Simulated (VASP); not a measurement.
# Sn3P2 (P6_3/mmc) in VASP: relaxation of cell and atoms with PBE

Aim: the relaxation of cell and atoms of Sn3P2 with PBE.

Program: VASP 6.6.1. These are calculated values, not measurements. Logs are shortened: lines on timing, memory, paths and dates and some standing lists are left out, and cuts for length are marked.

### 1 The structure

The structure is hexagonal, space group P6_3/mmc (No. 194). The conventional cell has a = 4.310 Å, b = 4.310 Å, c = 14.700 Å, α = 90.00°, β = 90.00°, γ = 120.00°. Around Sn (site symmetry -6m2) lie 3 P at 2.49 Å. Sn (site symmetry 3m) is surrounded by 4 P at 2.57 to 2.72 Å. Around P (site symmetry -6m2) lie 5 Sn at 2.49 to 2.57 Å. Around P (site symmetry -3m) lie 6 Sn at 2.72 Å.

The cell was built by a generator and needn't be a form met in nature.

### 2 Relaxation of cell and atoms, PBE

INCAR reads:

```
SYSTEM = Sn3P2
  PREC = Normal
  ENCUT = 520
  EDIFF = 1E-4
  ISMEAR = 0
  SIGMA = 0.15
  LREAL = Auto
  LASPH = .True.
  NELM = 60
  ALGO = Fast
  ISIF = 3
  LWAVE = .False.
  LCHARG = .False.
  GGA = PE
  IBRION = 2
  NSW = 24
  EDIFFG = -0.08
```

KPOINTS reads:

```
Automatic mesh
0
Gamma
  4 4 1
  0 0 0
```

POSCAR reads:

```
Sn3P2
1.0
    4.3100000000      0.0000000000      0.0000000000
   -2.1550000000      3.7325694900      0.0000000000
    0.0000000000      0.0000000000     14.7000000000
Sn P
6 4
Direct
    0.0000000000      0.0000000000      0.2500000000
    0.3333333300      0.6666666700      0.4250000000
    0.3333333300      0.6666666700      0.0750000000
    0.0000000000      0.0000000000      0.7500000000
    0.6666666700      0.3333333300      0.9250000000
    0.6666666700      0.3333333300      0.5750000000
    0.3333333300      0.6666666700      0.2500000000
    0.6666666700      0.3333333300      0.7500000000
    0.0000000000      0.0000000000      0.0000000000
    0.0000000000      0.0000000000      0.5000000000
```

Potentials or basis: VASP PAW PBE potentials, release 64 (Sn_d, P).

The run is started by

```
> cat potpaw_PBE.64/Sn_d/POTCAR potpaw_PBE.64/P/POTCAR > POTCAR
> mpirun -np 1 vasp_std > vasp.out
```

OUTCAR:

```text
SYSTEM = Sn3P2
   PREC = Normal
   ENCUT = 520
   EDIFF = 1E-4
   ISMEAR = 0
   LREAL = Auto
   LASPH = .True.
   NELM = 60
   ISIF = 3
   GGA = PE
   IBRION = 2
   NSW = 24
   EDIFFG = -0.08

 ion  position               nearest neighbor table
   1  0.000  0.000  0.250-   7 2.49   7 2.49   7 2.49   2 3.58   3 3.58   3 3.58   2 3.58   3 3.58
                             2 3.58
   2  0.333  0.667  0.425-   7 2.57  10 2.72  10 2.72  10 2.72   6 3.32   6 3.32   6 3.32   1 3.58
                             1 3.58   1 3.58
   3  0.333  0.667  0.075-   7 2.57   9 2.72   9 2.72   9 2.72   5 3.32   5 3.32   5 3.32   1 3.58
                             1 3.58   1 3.58
   4  0.000  0.000  0.750-   8 2.49   8 2.49   8 2.49   5 3.58   6 3.58   6 3.58   5 3.58   6 3.58
                             5 3.58
   5  0.667  0.333  0.925-   8 2.57   9 2.72   9 2.72   9 2.72   3 3.32   3 3.32   3 3.32   4 3.58
                             4 3.58   4 3.58
   6  0.667  0.333  0.575-   8 2.57  10 2.72  10 2.72  10 2.72   2 3.32   2 3.32   2 3.32   4 3.58
                             4 3.58   4 3.58
   7  0.333  0.667  0.250-   1 2.49   1 2.49   1 2.49   3 2.57   2 2.57
   8  0.667  0.333  0.750-   4 2.49   4 2.49   4 2.49   6 2.57   5 2.57
   9  0.000  0.000  0.000-   3 2.72   5 2.72   3 2.72   5 2.72   5 2.72   3 2.72
  10  0.000  0.000  0.500-   2 2.72   6 2.72   2 2.72   6 2.72   6 2.72   2 2.72

  LATTYP: Found a hexagonal cell.
 ALAT       =     4.3100000000
 C/A-ratio  =     3.4106728538

  Lattice vectors:

 A1 = (   4.3100000000,   0.0000000000,   0.0000000000)
 A2 = (  -2.1550000000,   3.7325694900,   0.0000000000)
 A3 = (   0.0000000000,   0.0000000000,  14.7000000000)

Analysis of symmetry for initial positions (statically):
=====================================================================
 Subroutine PRICEL returns:
 Original cell was already a primitive cell.

 Routine SETGRP: Setting up the symmetry group for a
 hexagonal supercell.

 Subroutine GETGRP returns: Found 24 space group operations
 (whereof 12 operations were pure point group operations)
 out of a pool of 24 trial point group operations.

The static configuration has the point symmetry D_3d.
 The point group associated with its full space group is D_6h.

Analysis of symmetry for dynamics (positions and initial velocities):
=====================================================================
 Subroutine PRICEL returns:
 Original cell was already a primitive cell.

 Routine SETGRP: Setting up the symmetry group for a
 hexagonal supercell.

 Subroutine GETGRP returns: Found 24 space group operations
 (whereof 12 operations were pure point group operations)
 out of a pool of 24 trial point group operations.

The dynamic configuration has the point symmetry D_3d.
 The point group associated with its full space group is D_6h.

 Subroutine INISYM returns: Found 24 space group operations
 (whereof 12 operations are pure point group operations),
 and found     1 'primitive' translations

----------------------------------------------------------------------------------------

                                     Primitive cell

  volume of cell :     236.4844

  direct lattice vectors                    reciprocal lattice vectors
     4.310000000  0.000000000  0.000000000     0.232018561  0.133955979  0.000000000
    -2.155000000  3.732569490  0.000000000     0.000000000  0.267911958  0.000000000
     0.000000000  0.000000000 14.700000000     0.000000000  0.000000000  0.068027211

  length of vectors
     4.310000000  4.310000000 14.700000000     0.267911958  0.267911958  0.068027211

  position of ions in fractional coordinates (direct lattice)
     0.000000000  0.000000000  0.250000000
     0.333333330  0.666666670  0.425000000
     0.333333330  0.666666670  0.075000000
     0.000000000  0.000000000  0.750000000
     0.666666670  0.333333330  0.925000000
     0.666666670  0.333333330  0.575000000
     0.333333330  0.666666670  0.250000000
     0.666666670  0.333333330  0.750000000
     0.000000000  0.000000000  0.000000000
     0.000000000  0.000000000  0.500000000

  ion indices of the primitive-cell ions
   primitive index   ion index
                 1           1
                 2           2
                 3           3
                 4           4
                 5           5
                 6           6
                 7           7
                 8           8
                 9           9
                10          10

----------------------------------------------------------------------------------------

 KPOINTS: Automatic mesh

Automatic generation of k-mesh.
 Grid dimensions read from file:
 generate k-points for:    4    4    1

 Generating k-lattice:

  Cartesian coordinates                     Fractional coordinates (reciprocal lattice)
     0.058004640  0.033488995  0.000000000     0.250000000  0.000000000  0.000000000
     0.000000000  0.066977989  0.000000000     0.000000000  0.250000000  0.000000000
     0.000000000  0.000000000  0.068027211     0.000000000  0.000000000  1.000000000

  Length of vectors
     0.066977989  0.066977989  0.068027211

  Shift w.r.t. Gamma in fractional coordinates (k-lattice)
     0.000000000  0.000000000  0.000000000

 Subroutine IBZKPT returns following result:
 ===========================================

 Found      4 irreducible k-points:

 Following reciprocal coordinates:
            Coordinates               Weight
  0.000000  0.000000  0.000000      1.000000
  0.250000 -0.000000  0.000000      6.000000
  0.500000 -0.000000  0.000000      3.000000
  0.250000  0.250000  0.000000      6.000000
   k-points           NKPTS =      4   k-points in BZ     NKDIM =      4   number of bands    NBANDS=     62
   number of dos      NEDOS =    301   number of ions     NIONS =     10
   total plane-waves  NPLWV =  48384
   dimension x,y,z NGX =    24 NGY =   24 NGZ =   84
   dimension x,y,z NGXF=    48 NGYF=   48 NGZF=  168
   ions per type =               6   4
   NGX,Y,Z   is equivalent  to a cutoff of   9.26,  9.26,  9.50 a.u.
   NGXF,Y,Z  is equivalent  to a cutoff of  18.51, 18.51, 19.00 a.u.
 SYSTEM =  Sn3P2
   PREC   = normal    normal or accurate (medium, high low for compatibility)
   ISTART =      0    job   : 0-new  1-cont  2-samecut
   ICHARG =      2    charge: 1-file 2-atom 10-const
   ISPIN  =      1    spin polarized calculation?
   LNONCOLLINEAR =      F non collinear calculations
   LSORBIT =      F    spin-orbit coupling
   LASPH  =      T    aspherical Exc in radial PAW
   ENCUT  =  520.0 eV  38.22 Ry    6.18 a.u.   8.01  8.01 27.33*2*pi/ulx,y,z
   NELM   =     60;   NELMIN=  2; NELMDL= -5     # of ELM steps
   EDIFF  = 0.1E-03   stopping-criterion for ELM
   LREAL  =      T    real-space projection
   EDIFFG = -.8E-01   stopping-criterion for IOM
   NSW    =     24    number of steps for IOM
   IBRION =      2    ionic relax: 0-MD 1-quasi-New 2-CG
   NFREE  =      1    steps in history (QN), initial steepest desc. (CG)
   ISIF   =      3    stress and relaxation
   ISYM   =      2    0-nonsym 1-usesym 2-fastsym
   POTIM  = 0.5000    time-step for ionic-motion
   TEBEG  =    0.0;   TEEND  =   0.0 temperature during run
   PSTRESS=    0.0 pullay stress
   NELECT =     104.0000    total number of electrons
   NUPDOWN=      -1.0000    fix difference up-down
   EMIN   =  10.00;   EMAX   =-10.00  energy-range for DOS
   EFERMI =   0.00;   METHOD = LEGACY
   ISMEAR =     0;   SIGMA  =   0.15  broadening in eV -4-tet -1-fermi 0-gaus
   EFERMI_NEDOS =   21; number of points for ismear=-14 and -15
   IALGO  =     68    algorithm
   IMIX   =      4    mixing-type and parameters
     AMIX     =   0.40;   BMIX     =  1.00
     AMIX_MAG =   1.60;   BMIX_MAG =  1.00
  volume/ion in A,a.u.               =      23.65       159.59
  Fermi-wavevector in a.u.,A,eV,Ry     =   1.244950  2.352614 21.087664  1.549900
  Thomas-Fermi vector in A             =   2.379194
   LORBIT       =      0    0 simple, 1 ext, 2 COOP (PROOUT), +10 PAW based schemes
   GGA     = PE    functional components
   LHFCALC =     F    Hartree Fock is set to
   AEXX    =    0.0000 exact exchange contribution
   IVDW    =     0    specifies the selected vdW correction
   LEPSILON=     F    determine dielectric tensor
   LRPA    =     F    only Hartree local field effects (RPA)
 conjugate gradient relaxation of ions
 non-spin polarized calculation
 RMM-DIIS sequential band-by-band and
 Gauss-broadening in eV      SIGMA  =   0.15
  energy-cutoff  :      520.00
  volume of cell :      236.48
 maximum number of plane-waves:      6374
   NGX = 17   NGY = 17   NGZ = 55

--------------------------------------- Ionic step        1  -------------------------------------------

 number of electron     104.0000013 magnetization

 Free energy of the ion-electron system (eV)
  ---------------------------------------------------
  ext. energy  EPLUGINS =         0.00000000
  ---------------------------------------------------
  free energy    TOTEN  =       -40.38930423 eV

  energy without entropy =      -40.35391947  energy(sigma->0) =      -40.37161185

 E-fermi :   8.1838     XC(G=0): -10.0843

 val. band max:        8.0825126252   @ k =   0.5000  -0.0000   0.0000
 cond. band min:       8.3138006077   @ k =   0.2500  -0.0000   0.0000
 fundamental gap:      0.2312879824
 Fermi energy:         8.1838043651

 k-point     1 :       0.0000    0.0000    0.0000
  band No.  band energies     occupation
      1     -14.1212      2.00000
      2     -14.1208      2.00000
      3     -14.1083      2.00000
      4     -14.1083      2.00000
      5     -14.1080      2.00000
      6     -14.1080      2.00000
[... 374 lines left out ...]
  FREE ENERGIE OF THE ION-ELECTRON SYSTEM (eV)
  ---------------------------------------------------
  free  energy   TOTEN  =       -42.1341337758 eV

  energy  without entropy=      -42.0875661194  energy(sigma->0) =      -42.11084995

[... ionic steps 4 to 8 ...]

--------------------------------------- Ionic step        9  -------------------------------------------

 number of electron     104.0000368 magnetization

------------------------ aborting loop because EDIFF is reached ----------------------------------------

  FORCE on cell =-STRESS in cart. coord.  units (eV):
  Direction    XX          YY          ZZ          XY          YZ          ZX
  --------------------------------------------------------------------------------------
  -------------------------------------------------------------------------------------
  Total        0.0763563      0.0763563      0.2880189      0.0000000     -0.0000000      0.0000000
  in kB        0.4253085      0.4253085      1.6042803      0.0000000     -0.0000000      0.0000000
  external PRESSURE =       0.8182991 kB  Pullay stress =       0.0000000 kB
[... 73 lines left out ...]
  energy  without entropy=      -42.1149934671  energy(sigma->0) =      -42.14578372

--------------------------------------- Ionic step       11  -------------------------------------------

 number of electron     104.0000348 magnetization

 Free energy of the ion-electron system (eV)
  ---------------------------------------------------
  ext. energy  EPLUGINS =         0.00000000
  ---------------------------------------------------
  free energy    TOTEN  =       -42.18274616 eV

  energy without entropy =      -42.11886619  energy(sigma->0) =      -42.15080617

 E-fermi :   6.0656     XC(G=0):  -9.2123

 val. band max:        6.0187517768   @ k =   0.0000   0.0000   0.0000
 cond. band min:       6.0679068277   @ k =   0.0000   0.0000   0.0000
 fundamental gap:      0.0491550509
 Fermi energy:         6.0656049746

 k-point     1 :       0.0000    0.0000    0.0000
  band No.  band energies     occupation
      1     -16.0669      2.00000
      2     -16.0668      2.00000
      3     -16.0378      2.00000
      4     -16.0378      2.00000
      5     -16.0377      2.00000
      6     -16.0377      2.00000
[... 286 lines left out ...]
  FREE ENERGIE OF THE ION-ELECTRON SYSTEM (eV)
  ---------------------------------------------------
  free  energy   TOTEN  =       -42.1827461584 eV

  energy  without entropy=      -42.1188661902  energy(sigma->0) =      -42.15080617

 reached required accuracy - stopping structural energy minimisation
```

It took 2.3 min on 1 thread of Intel Xeon 6975P-C (Granite Rapids), shared host; peak memory 0.24 GiB.

What came out:

```yaml
Free_energy: -42.1827 eV
Relaxed_volume: 28.73 Å³/atom
Relaxed_cell: a = 4.498 Å, b = 4.498 Å, c = 16.397 Å, α = 90.00°, β = 90.00°, γ = 120.00°
Space_group_after_relaxing_to_0.05_Å: P6_3/mmc (No. 194)
Energy_gained_by_relaxing: 179.3 meV/atom
Ionic_steps: 11
Pressure_after_relaxing: 0.2 GPa
Largest_force_after_relaxing: 0.069 eV/Å
Band_gap_on_the_k_mesh: none (metal or under the smearing width)
```

Forces on the atoms (eV/Å):
```
Sn   0.000  0.000  0.000
Sn   0.000  0.000 -0.069
Sn   0.000  0.000  0.069
Sn   0.000  0.000  0.000
Sn   0.000  0.000 -0.069
Sn   0.000  0.000  0.069
P    0.000  0.000  0.000
P    0.000  0.000  0.000
P    0.000  0.000  0.000
P    0.000  0.000  0.000
```

Step by step:
```csv
step,energy change (eV),largest force (eV/Å),pressure (GPa),volume (Å³)
1,0.0000,0.1610,12.33,236.48
2,-1.6594,0.0215,-1.87,304.28
3,-1.7448,0.0649,-0.04,288.41
4,-1.7443,0.0446,-0.39,289.52
5,-1.7637,0.0980,-0.16,288.84
6,-1.7734,0.1879,-0.02,288.02
7,-1.7735,0.1840,0.00,287.88
8,-1.7814,0.0931,0.21,287.69
9,-1.7831,0.1272,0.08,287.64
10,-1.7873,0.0810,0.13,287.54
11,-1.7934,0.0686,0.21,287.33
```

Final structure:
```
CELL_PARAMETERS angstrom
4.49829 0.00000 0.00000
-2.24915 3.89563 0.00000
0.00000 0.00000 16.39653
ATOMIC_POSITIONS crystal
Sn 0.00000 0.00000 0.25000
Sn 0.33333 0.66667 0.42216
Sn 0.33333 0.66667 0.07784
Sn 0.00000 0.00000 0.75000
Sn 0.66667 0.33333 0.92216
Sn 0.66667 0.33333 0.57784
P 0.33333 0.66667 0.25000
P 0.66667 0.33333 0.75000
P 0.00000 0.00000 0.00000
P 0.00000 0.00000 0.50000
```

Caveat: the k mesh is coarse (spacing up to 0.43 Å⁻¹), so the values aren't converged; the volume moved by over 15 % at a fixed basis, so the end points are rough; the relaxation stopped at a loose force limit of 0.08 eV/Å, so its end isn't a converged minimum.
